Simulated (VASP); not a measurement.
Computed with PBE GGA, VASP's PBE PAW potentials (set 64) (plane waves; VASP).

Input for VASP

### KPOINTS
```
kpoints
0
Gamma
  13 13 13
```

POSCAR:
```
Ca
1.0
  0.0000000000   2.7624366860   2.7624366860
  2.7624366860   0.0000000000   2.7624366860
  2.7624366860   2.7624366860   0.0000000000
Ca
1
Cartesian
  0.0000000000   0.0000000000   0.0000000000
```

**INCAR**
```
# general
SYSTEM = Ca
PREC   = Normal
ENCUT  = 400
LREAL  = F
LASPH  = T

# electronic loop
EDIFF  = 1E-5
NELM   = 100
NELMIN = 4
ALGO   = Fast

# smearing
ISMEAR = 1
SIGMA  = 0.1

# functional
GGA    = PE

# ions
IBRION = 2
NSW    = 20
ISIF   = 2
EDIFFG = -0.03

# output
LWAVE  = F
LCHARG = F
```

POTCAR, in this order: Ca_sv (PBE.64 set). Program: vasp_std.

Problem. Predict the energy per atom (σ→0), band gap (on the k-mesh).

Solution. 
```yaml
energy per atom (σ→0): -1.929 eV/atom
band gap (on the k-mesh): none (metal, semimetal or under 0.01 eV)
```

**OSZICAR**
```
...
RMM:   6    -0.193195981396E+01    0.79265E-02   -0.93227E-03  1515   0.127E+00    0.138E+00
RMM:   7    -0.192966318944E+01    0.22966E-02   -0.21960E-02  1517   0.218E+00    0.115E-01
RMM:   8    -0.192931351443E+01    0.34968E-03   -0.55116E-03  1637   0.103E+00    0.301E-02
RMM:   9    -0.192945767632E+01   -0.14416E-03   -0.18214E-03  1779   0.476E-01    0.298E-02
RMM:  10    -0.192949397274E+01   -0.36296E-04   -0.41641E-04  1755   0.179E-01    0.213E-02
RMM:  11    -0.192950470716E+01   -0.10734E-04   -0.15375E-04  1651   0.120E-01    0.206E-02
RMM:  12    -0.192950820896E+01   -0.35018E-05   -0.50447E-05  1266   0.416E-02
   1 F= -.19295082E+01 E0= -.19293381E+01  d E =-.192951E+01
```

The compound is Ca in the fcc structure. It was relaxed first.
